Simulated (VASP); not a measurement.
```xyz
2
Lattice="2.9732 0.0000 0.0000 0.0000 2.9732 0.0000 0.0000 0.0000 2.9732" Properties=species:S:1:pos:R:3 pbc="T T T"
Mo     0.0000     0.0000     0.0000
P      1.4866     1.4866     1.4866
```

All values below come from PBEsol GGA, VASP's PBE PAW potentials (set 64) (plane waves; VASP). Numerical set-up: 400 eV cut-off, Gaussian smearing of 0.050 eV, potentials Mo_sv P.

**Question.** Give the energies of bands 6 to 12 at the high-symmetry points, in eV from the Fermi level.

**Answer.** 
| band | Γ | X | M | R |
|---|---|---|---|---|
| 6 | -4.08 | -8.34 | -4.91 | -7.31 |
| 7 | -4.08 | -2.90 | -4.91 | -7.31 |
| 8 | 0.40 | -2.90 | -3.39 | -7.31 |
| 9 | 0.40 | -2.82 | -0.92 | 3.43 |
| 10 | 0.40 | 1.70 | -0.92 | 3.43 |
| 11 | 1.17 | 3.17 | 2.30 | 3.63 |
| 12 | 1.17 | 4.98 | 2.67 | 3.63 |

It has no gap at this level: it comes out as a metal or semimetal.

The structure was generated: MoP was put into the CsCl type (Pm-3m), which need not be its known phase. It was relaxed first. The electron count is odd and the run is not spin-polarised, which forces a metal.
